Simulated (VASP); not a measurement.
# LiFeN (P-6m2) in VASP: equation of state

How stiff is LiFeN in PBE, and what volume does it want? The cell is scaled to several volumes.

All numbers are computed with VASP 6.6.1; they aren't measurements. Logs are shortened: lines on timing, memory, paths and dates and some standing lists are left out, and cuts for length are marked.

**1. Starting point**

The structure is hexagonal, space group P-6m2 (No. 187). Conventional cell: a = 3.101 Å, b = 3.101 Å, c = 4.145 Å, α = 90.00°, β = 90.00°, γ = 120.00°. Fe (site symmetry -6m2) has 3 N at 1.79 Å as nearest neighbours. N (site symmetry -6m2) is surrounded by 3 Fe at 1.79 Å. Li (site symmetry -6m2) is surrounded by 2 N at 2.07 Å.

The cell comes from a database or a generator and needn't be the stable form of this composition.

**2. Equation of state, PBE, collinear spin, ferromagnetic start, 10.81 Å³/atom (volume scaled by 0.94)**

INCAR

```
ALGO = Normal
EDIFF = 1E-7
ENCUT = 520
GGA = PE
ISIF = 2
ISMEAR = -1
ISPIN = 2
LASPH = T
LCHARG = F
LMAXMIX = 4
LORBIT = 11
LREAL = F
LWAVE = F
MAGMOM = 3 0 0
NBANDS = 19
NELM = 150
PREC = Accurate
SIGMA = 0.05
```

KPOINTS

```
k-points
0
Gamma
  10 10 7
```

POSCAR

```
LiFeN
1.0
    3.0373050275      0.0000000000      0.0000000000
   -1.5186525137      2.6303833128      0.0000000000
    0.0000000000      0.0000000000      4.0607165003
Fe N Li
1 1 1
Direct
    0.3333333333      0.6666666667      0.5000000000
    0.0000000000      0.0000000000      0.5000000000
    0.0000000000      0.0000000000      0.0000000000
```

Potentials or basis: VASP PAW PBE potentials, release 64 (Fe, N, Li_sv).

On the command line:

```console
$ cat potpaw_PBE.64/Fe/POTCAR potpaw_PBE.64/N/POTCAR potpaw_PBE.64/Li_sv/POTCAR > POTCAR
$ mpirun -np 1 vasp_std > vasp.out
```

OUTCAR:

```text
EDIFF = 1E-7
   ENCUT = 520
   GGA = PE
   ISIF = 2
   ISMEAR = -1
   ISPIN = 2
   LASPH = T
   LORBIT = 11
   LREAL = F
   NELM = 150
   PREC = Accurate

 Found     56 irreducible k-points:

 Following reciprocal coordinates:
            Coordinates               Weight
  0.000000  0.000000  0.000000      1.000000
  0.100000  0.000000  0.000000      6.000000
  0.200000  0.000000  0.000000      6.000000
  0.300000  0.000000  0.000000      6.000000
  0.400000  0.000000  0.000000      6.000000
  0.500000  0.000000  0.000000      3.000000
   k-points           NKPTS =     56   k-points in BZ     NKDIM =     56   number of bands    NBANDS=     19
   number of dos      NEDOS =    301   number of ions     NIONS =      3
   total plane-waves  NPLWV =  17280
   dimension x,y,z NGX =    24 NGY =   24 NGZ =   30
   dimension x,y,z NGXF=    48 NGYF=   48 NGZF=   60
   ions per type =               1   1   1
   NGX,Y,Z   is equivalent  to a cutoff of  13.14, 13.14, 12.28 a.u.
   NGXF,Y,Z  is equivalent  to a cutoff of  26.27, 26.27, 24.56 a.u.
 SYSTEM =  unknown system
   PREC   = accura    normal or accurate (medium, high low for compatibility)
   ISTART =      0    job   : 0-new  1-cont  2-samecut
   ICHARG =      2    charge: 1-file 2-atom 10-const
   ISPIN  =      2    spin polarized calculation?
   LNONCOLLINEAR =      F non collinear calculations
   LSORBIT =      F    spin-orbit coupling
   LASPH  =      T    aspherical Exc in radial PAW
   ENCUT  =  520.0 eV  38.22 Ry    6.18 a.u.   5.65  5.65  7.55*2*pi/ulx,y,z
   NELM   =    150;   NELMIN=  2; NELMDL= -5     # of ELM steps
   EDIFF  = 0.1E-06   stopping-criterion for ELM
   LREAL  =      F    real-space projection
   EDIFFG = 0.1E-05   stopping-criterion for IOM
   NSW    =      0    number of steps for IOM
   IBRION =     -1    ionic relax: 0-MD 1-quasi-New 2-CG
   NFREE  =      0    steps in history (QN), initial steepest desc. (CG)
   ISIF   =      2    stress and relaxation
   ISYM   =      2    0-nonsym 1-usesym 2-fastsym
   POTIM  = 0.5000    time-step for ionic-motion
   TEBEG  =    0.0;   TEEND  =   0.0 temperature during run
   PSTRESS=    0.0 pullay stress
   NELECT =      16.0000    total number of electrons
   NUPDOWN=      -1.0000    fix difference up-down
   EMIN   =  10.00;   EMAX   =-10.00  energy-range for DOS
   EFERMI =   0.00;   METHOD = LEGACY
   ISMEAR =    -1;   SIGMA  =   0.05  broadening in eV -4-tet -1-fermi 0-gaus
   EFERMI_NEDOS =   21; number of points for ismear=-14 and -15
   IALGO  =     38    algorithm
   IMIX   =      4    mixing-type and parameters
     AMIX     =   0.40;   BMIX     =  1.00
     AMIX_MAG =   1.60;   BMIX_MAG =  1.00
  volume/ion in A,a.u.               =      10.81        72.98
  Fermi-wavevector in a.u.,A,eV,Ry     =   1.293436  2.444239 22.762213  1.672975
  Thomas-Fermi vector in A             =   2.425081
   LORBIT       =     11    0 simple, 1 ext, 2 COOP (PROOUT), +10 PAW based schemes
   GGA     = PE    functional components
   LHFCALC =     F    Hartree Fock is set to
   AEXX    =    0.0000 exact exchange contribution
   IVDW    =     0    specifies the selected vdW correction
   LEPSILON=     F    determine dielectric tensor
   LRPA    =     F    only Hartree local field effects (RPA)
 spin polarized calculation
  energy-cutoff  :      520.00
  volume of cell :       32.44
 maximum number of plane-waves:       893
 NGX is ok and might be reduce to    24
   NGX = 11   NGY = 11   NGZ = 15

 number of electron      15.9999991 magnetization       0.0003152

 Free energy of the ion-electron system (eV)
  ---------------------------------------------------
  ext. energy  EPLUGINS =         0.00000000
  ---------------------------------------------------
  free energy    TOTEN  =       -18.88324395 eV

  energy without entropy =      -18.86645100  energy(sigma->0) =      -18.87484748

 E-fermi :   4.2992     XC(G=0): -10.5296

 val. band max:        4.2910926610   @ k =   0.2000   0.2000   0.4286
[... 66 lines left out ...]
      2     -12.3916      1.00000
      3      -2.4021      1.00000
      4      -2.4021      1.00000
      5      -0.9109      1.00000
      6       1.4432      1.00000
[... 11 lines left out ...]
     18      22.8034      0.00000
     19      24.5006      0.00000

 k-point     2 :       0.1000    0.0000    0.0000
  band No.  band energies     occupation
      1     -41.4176      1.00000
      2     -12.2870      1.00000
      3      -2.4862      1.00000
      4      -2.2665      1.00000
      5      -0.9555      1.00000
      6       1.5290      1.00000
[... 11 lines left out ...]
     18      23.0642      0.00000
     19      24.0432      0.00000

 k-point     3 :       0.2000    0.0000    0.0000
  band No.  band energies     occupation
      1     -41.4140      1.00000
      2     -12.0062      1.00000
      3      -2.6557      1.00000
      4      -1.8800      1.00000
      5      -1.0573      1.00000
      6       1.7562      1.00000
[... 11 lines left out ...]
     18      22.0444      0.00000
     19      23.6239      0.00000

 k-point     4 :       0.3000    0.0000    0.0000
  band No.  band energies     occupation
      1     -41.4095      1.00000
      2     -11.6457      1.00000
      3      -2.7533      1.00000
      4      -1.3150      1.00000
      5      -1.1588      1.00000
      6       2.0504      1.00000
[... 11 lines left out ...]
     18      23.1162      0.00000
     19      23.9877      0.00000

 k-point     5 :       0.4000    0.0000    0.0000
  band No.  band energies     occupation
      1     -41.4059      1.00000
      2     -11.3434      1.00000
      3      -2.7118      1.00000
      4      -1.2253      1.00000
      5      -0.7398      1.00000
      6       2.2993      1.00000
[... 11 lines left out ...]
     18      22.7944      0.00000
     19      23.4308      0.00000

 k-point     6 :       0.5000    0.0000    0.0000
  band No.  band energies     occupation
      1     -41.4046      1.00000
      2     -11.2257      1.00000
      3      -2.6545      1.00000
      4      -1.2475      1.00000
      5      -0.4723      1.00000
      6       2.3832      1.00000
[... 11 lines left out ...]
     18      22.6857      0.00000
     19      22.9784      0.00000

 [... further k-points ...]

------------------------ aborting loop because EDIFF is reached ----------------------------------------

  FORCE on cell =-STRESS in cart. coord.  units (eV):
  Direction    XX          YY          ZZ          XY          YZ          ZX
  --------------------------------------------------------------------------------------
  -------------------------------------------------------------------------------------
  Total        2.6148177      2.6148177      0.6610990      0.0000000      0.0000000      0.0000000
  in kB      129.1343787    129.1343787     32.6487808      0.0000000      0.0000000      0.0000000
  external PRESSURE =      96.9725127 kB  Pullay stress =       0.0000000 kB

 VOLUME and BASIS-vectors are now :
 -----------------------------------------------------------------------------
  energy-cutoff  :      520.00
  volume of cell :       32.44
      direct lattice vectors                 reciprocal lattice vectors
     3.037305027  0.000000000  0.000000000     0.329239240  0.190086364  0.000000000
    -1.518652514  2.630383313  0.000000000     0.000000000  0.380172728  0.000000000
     0.000000000  0.000000000  4.060716500     0.000000000  0.000000000  0.246261959

 POSITION                                       TOTAL-FORCE (eV/Angst)
 -----------------------------------------------------------------------------------
     -0.00000      1.75359      2.03036         0.000000      0.000000      0.000000
      0.00000      0.00000      2.03036        -0.000000     -0.000000      0.000000
      0.00000      0.00000      0.00000         0.000000      0.000000      0.000000
 -----------------------------------------------------------------------------------
    total drift:                               -0.000002      0.000001     -0.000000

  FREE ENERGIE OF THE ION-ELECTRON SYSTEM (eV)
  ---------------------------------------------------
  free  energy   TOTEN  =       -18.8832439547 eV

  energy  without entropy=      -18.8664510001  energy(sigma->0) =      -18.87484748

 total charge

# of ion       s       p       d       tot
------------------------------------------
    1        0.572   0.694   6.590   7.855
    2        1.276   2.485   0.000   3.761
    3        2.031   0.074   0.000   2.104
--------------------------------------------------
tot          3.878   3.253   6.590  13.721

 magnetization (x)

# of ion       s       p       d       tot
------------------------------------------
    1        0.000   0.000   0.000   0.000
    2        0.000  -0.000   0.000  -0.000
    3       -0.000  -0.000   0.000  -0.000
--------------------------------------------------
tot          0.000  -0.000   0.000   0.000
```

It took 2.7 min on 1 thread of Intel Xeon Platinum 8375C at 2.90GHz (Ice Lake), shared host; peak memory 0.19 GiB.

Results:

- Free energy: -18.8832 eV
- Band gap on the k mesh: none (metal or under the smearing width)
- Net moment: 0.00 μB per cell
- Valence electrons inside the program's atomic spheres: Fe 7.86; N 3.76; Li 2.10

Caveat: the cutoff is under 1.25 times the usual one of these potentials, so pressure, stress and relaxed cells hold a basis-set (Pulay) error; the starting moments collapsed, and a magnetic state may lie lower.

**3. Equation of state, PBE, collinear spin, ferromagnetic start, 11.04 Å³/atom (volume scaled by 0.96)**

INCAR

```
SYSTEM = LiFeN
PREC     = Accurate       ! precision mode
ENCUT    = 520            ! plane-wave cutoff, eV
EDIFF    = 1E-7           ! SCF threshold, eV
ISMEAR   = -1             ! smearing method
SIGMA    = 0.05           ! smearing width, eV
LREAL    = .FALSE.        ! projectors in reciprocal space
LASPH    = .TRUE.         ! aspherical terms in the spheres
NELM     = 100            ! most SCF steps
ALGO     = Normal         ! electronic algorithm
ISIF     = 2              ! what is computed and relaxed
LWAVE    = .FALSE.        ! write WAVECAR
LCHARG   = .FALSE.        ! write CHGCAR
ISPIN    = 2              ! spin polarisation
MAGMOM   = 3 0 0          ! initial moments
LORBIT   = 11             ! projections on sites
LMAXMIX  = 4              ! l up to which the mixer works
GGA      = PE             ! functional
NBANDS   = 19             ! bands
```

KPOINTS

```
Automatic mesh
0
G
  10 10 7
  0 0 0
```

POSCAR

```
LiFeN
1.0
    3.0586952043      0.0000000000      0.0000000000
   -1.5293476021      2.6489077493      0.0000000000
    0.0000000000      0.0000000000      4.0893140376
Fe N Li
1 1 1
Direct
    0.3333333333      0.6666666667      0.5000000000
    0.0000000000      0.0000000000      0.5000000000
    0.0000000000      0.0000000000      0.0000000000
```

Potentials or basis: VASP PAW PBE potentials, release 64 (Fe, N, Li_sv).

On the command line:

```console
$ cat potpaw_PBE.64/Fe/POTCAR potpaw_PBE.64/N/POTCAR potpaw_PBE.64/Li_sv/POTCAR > POTCAR
$ mpirun -np 1 vasp_std > vasp.out
```

Run time: 3.5 min. Hardware: 1 thread of Intel Xeon Platinum 8375C at 2.90GHz (Ice Lake), shared host; peak memory 0.2 GiB.

It converged, with:

```
Free energy                                           : -18.9177 eV
Band gap on the k mesh                                : none (metal or under the smearing width)
Net moment                                            : 0.00 μB per cell
Valence electrons inside the program's atomic spheres : Fe 7.79; N 3.75; Li 2.10
```

Caveat: the cutoff is under 1.25 times the usual one of these potentials, so pressure, stress and relaxed cells hold a basis-set (Pulay) error; the starting moments collapsed, and a magnetic state may lie lower.

**4. Equation of state, PBE, collinear spin, ferromagnetic start, 11.27 Å³/atom (volume scaled by 0.98)**

INCAR

```
SYSTEM = LiFeN
PREC = Accurate
ENCUT = 520
EDIFF = 1E-7
ISMEAR = -1
SIGMA = 0.05
LREAL = .False.
LASPH = .True.
NELM = 150
ALGO = Normal
ISIF = 2
LWAVE = .False.
LCHARG = .False.
ISPIN = 2
MAGMOM = 3 0 0
LORBIT = 11
LMAXMIX = 4
GGA = PE
NBANDS = 19
```

KPOINTS

```
Automatic mesh
0
Gamma
  10 10 7
  0 0 0
```

POSCAR

```
LiFeN
1.0
    3.0797903206      0.0000000000      0.0000000000
   -1.5398951602      2.6671766559      0.0000000000
    0.0000000000      0.0000000000      4.1175170946
Fe N Li
1 1 1
Direct
    0.3333333333      0.6666666667      0.5000000000
    0.0000000000      0.0000000000      0.5000000000
    0.0000000000      0.0000000000      0.0000000000
```

On the command line:

```console
$ cat potpaw_PBE.64/Fe/POTCAR potpaw_PBE.64/N/POTCAR potpaw_PBE.64/Li_sv/POTCAR > POTCAR
$ mpirun -np 1 vasp_std > vasp.out
```

It took 3.2 min on 1 thread of Intel Xeon Platinum 8375C at 2.90GHz (Ice Lake), shared host; peak memory 0.2 GiB.

It converged, with:

| Property | Result |
| --- | --- |
| Free energy | -18.9375 eV |
| Band gap on the k mesh | none (metal or under the smearing width) |
| Net moment | 0.00 μB per cell |
| Valence electrons inside the program's atomic spheres | Fe 7.73; N 3.73; Li 2.10 |

Caveat: the cutoff is under 1.25 times the usual one of these potentials, so pressure, stress and relaxed cells hold a basis-set (Pulay) error; the starting moments collapsed, and a magnetic state may lie lower.

**5. Equation of state, PBE, collinear spin, ferromagnetic start, 11.73 Å³/atom (volume scaled by 1.02)**

INCAR

```
SYSTEM = LiFeN
  PREC = Accurate
  ENCUT = 520
  EDIFF = 1E-7
  ISMEAR = -1
  SIGMA = 0.05
  LREAL = .False.
  LASPH = .True.
  NELM = 150
  ALGO = Normal
  ISIF = 2
  LWAVE = .False.
  LCHARG = .False.
  ISPIN = 2
  MAGMOM = 3 0 0
  LORBIT = 11
  LMAXMIX = 4
  GGA = PE
  NBANDS = 19
```

KPOINTS is that of step 4.

POSCAR

```
LiFeN
1.0
    3.1211347215      0.0000000000      0.0000000000
   -1.5605673607      2.7029819574      0.0000000000
    0.0000000000      0.0000000000      4.1727923762
Fe N Li
1 1 1
Direct
    0.3333333333      0.6666666667      0.5000000000
    0.0000000000      0.0000000000      0.5000000000
    0.0000000000      0.0000000000      0.0000000000
```

On the command line:

```console
$ cat potpaw_PBE.64/Fe/POTCAR potpaw_PBE.64/N/POTCAR potpaw_PBE.64/Li_sv/POTCAR > POTCAR
$ mpirun -np 1 vasp_std > vasp.out
```

Wall time 3 min (1 thread of Intel Xeon Platinum 8375C at 2.90GHz (Ice Lake), shared host); peak memory 0.2 GiB.

The run converged. Its results:

* Free energy: -18.9388 eV
* Band gap on the k mesh: none (metal or under the smearing width)
* Net moment: 0.01 μB per cell
* Valence electrons inside the program's atomic spheres: Fe 7.62; N 3.71; Li 2.09

Caveat: the cutoff is under 1.25 times the usual one of these potentials, so pressure, stress and relaxed cells hold a basis-set (Pulay) error; the starting moments collapsed, and a magnetic state may lie lower.

**6. Equation of state, PBE, collinear spin, ferromagnetic start, 11.96 Å³/atom (volume scaled by 1.04)**

INCAR

```
SYSTEM = LiFeN
PREC = Accurate ; ENCUT = 520
EDIFF = 1E-7 ; ISMEAR = -1
SIGMA = 0.05 ; LREAL = .FALSE.
LASPH = .TRUE. ; NELM = 100
ALGO = Normal ; ISIF = 2
LWAVE = .FALSE. ; LCHARG = .FALSE.
ISPIN = 2 ; MAGMOM = 3 0 0
LORBIT = 11 ; LMAXMIX = 4
GGA = PE ; NBANDS = 19
```

KPOINTS

```
regular mesh
0
G
  10 10 7
  0 0 0
```

POSCAR

```
LiFeN
1.0
    3.1414023979      0.0000000000      0.0000000000
   -1.5707011989      2.7205342801      0.0000000000
    0.0000000000      0.0000000000      4.1998891899
Fe N Li
1 1 1
Direct
    0.3333333333      0.6666666667      0.5000000000
    0.0000000000      0.0000000000      0.5000000000
    0.0000000000      0.0000000000      0.0000000000
```

Potentials or basis: VASP PAW PBE potentials, release 64 (Fe, N, Li_sv).

On the command line:

```console
$ cat potpaw_PBE.64/Fe/POTCAR potpaw_PBE.64/N/POTCAR potpaw_PBE.64/Li_sv/POTCAR > POTCAR
$ mpirun -np 1 vasp_std > vasp.out
```

Wall time 3.4 min (1 thread of Intel Xeon Platinum 8375C at 2.90GHz (Ice Lake), shared host); peak memory 0.2 GiB.

It converged, with:

```
Free energy                                           : -18.9228 eV
Band gap on the k mesh                                : none (metal or under the smearing width)
Net moment                                            : 0.01 μB per cell
Valence electrons inside the program's atomic spheres : Fe 7.57; N 3.69; Li 2.09
```

Caveat: the cutoff is under 1.25 times the usual one of these potentials, so pressure, stress and relaxed cells hold a basis-set (Pulay) error; the starting moments collapsed, and a magnetic state may lie lower.

**7. Equation of state, PBE, collinear spin, ferromagnetic start, 12.19 Å³/atom (volume scaled by 1.06)**

INCAR

```
SYSTEM = LiFeN
PREC = Accurate
ENCUT = 520
EDIFF = 1E-7
ISMEAR = -1
SIGMA = 0.05
LREAL = .False.
LASPH = .True.
NELM = 120
ALGO = Normal
ISIF = 2
LWAVE = .False.
LCHARG = .False.
ISPIN = 2
MAGMOM = 3 0 0
LORBIT = 11
LMAXMIX = 4
GGA = PE
NBANDS = 19
```

KPOINTS

```
regular mesh
0
Gamma
  10 10 7
  0 0 0
```

POSCAR

```
LiFeN
1.0
    3.1614118699      0.0000000000      0.0000000000
   -1.5807059349      2.7378629911      0.0000000000
    0.0000000000      0.0000000000      4.2266407977
Fe N Li
1 1 1
Direct
    0.3333333333      0.6666666667      0.5000000000
    0.0000000000      0.0000000000      0.5000000000
    0.0000000000      0.0000000000      0.0000000000
```

On the command line:

```console
$ cat potpaw_PBE.64/Fe/POTCAR potpaw_PBE.64/N/POTCAR potpaw_PBE.64/Li_sv/POTCAR > POTCAR
$ mpirun -np 1 vasp_std > vasp.out
```

It took 7.1 min on 1 thread of Intel Xeon Platinum 8375C at 2.90GHz (Ice Lake), shared host; peak memory 0.2 GiB.

Results (log left out):

```yaml
Free_energy: -18.8954 eV
Band_gap_on_the_k_mesh: none (metal or under the smearing width)
Net_moment: 0.59 μB per cell
Site_moments: Fe +0.59; N -0.01; Li -0.00 μB
Valence_electrons_inside_the_program's_atomic_spheres: Fe 7.52; N 3.68; Li 2.08
```

Caveat: the cutoff is under 1.25 times the usual one of these potentials, so pressure, stress and relaxed cells hold a basis-set (Pulay) error; a cell with one magnetic atom can't hold antiferromagnetic order, which such compounds often take.

**8. Equation of state, PBE, collinear spin, ferromagnetic start**

No new run: the results of the series are fitted here.

Results:

| Property | Result |
| --- | --- |
| Equilibrium volume | 11.52 Å³/atom |
| Bulk modulus at fixed shape and positions | 140 GPa |
| Pressure derivative of the bulk modulus | 3.0 (rough: it moves with the points fitted) |

Energy against volume, from the lowest point:
```tsv
volume (Å³/atom)	energy (meV/atom)
10.814	20.28
11.044	8.80
11.274	2.20
11.504	0.00
11.734	1.76
11.964	7.08
12.195	16.22
```

Caveat: the cutoff is under 1.25 times the usual one of these potentials, so pressure, stress and relaxed cells hold a basis-set (Pulay) error; the fit is doubtful: noisy points or a state that changes with volume; the cell was scaled at fixed shape and fractional positions, which overstates the stiffness of a crystal with free parameters, most of all of layers and chains.
